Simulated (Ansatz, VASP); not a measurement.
# NaCaF3: VASP beside Ansatz

```
Na Ca F
1.0
     4.29114    0.00000    0.00000
     0.00000    4.29114    0.00000
     0.00000    0.00000    4.29114
Na Ca F
1 1 3
Direct
  0.00000 0.00000 0.00000
  0.50000 0.50000 0.50000
  0.50000 0.50000 0.00000
  0.50000 0.00000 0.50000
  0.00000 0.50000 0.50000
```

Alike in both runs: task single point; functional r2SCAN; k mesh 6 × 6 × 6; no spin polarisation.

|  | VASP | Ansatz |
| --- | --- | --- |
| version | VASP 6.6.1 | Ansatz 0.2.0 |
| potentials or method | VASP PAW PBE potentials, release 64 (Na_pv, Ca_sv, F) | plane waves, PAW |
| plane-wave cutoff (eV) | 520 | 500 |
| occupations | gaussian, width 0.01 eV | fixed |
| valence electrons in the cell | 38 | 40 |

|  | VASP | Ansatz | Ansatz less VASP |
| --- | --- | --- | --- |
| gap on the k mesh at the Fermi level (eV) | 6.12 | 6.12 | -0.002 |
| pressure (GPa) | 4.5 | 3.9 | -0.56 |

The two sets of potentials don't hold the same shells in valence.

Caveats: the PAW data sets were made with another functional, which shifts forces and pressure a little (VASP). A k mesh can miss the band edges. r2SCAN opens gaps a little over a GGA but as a rule still falls short of measured ones.
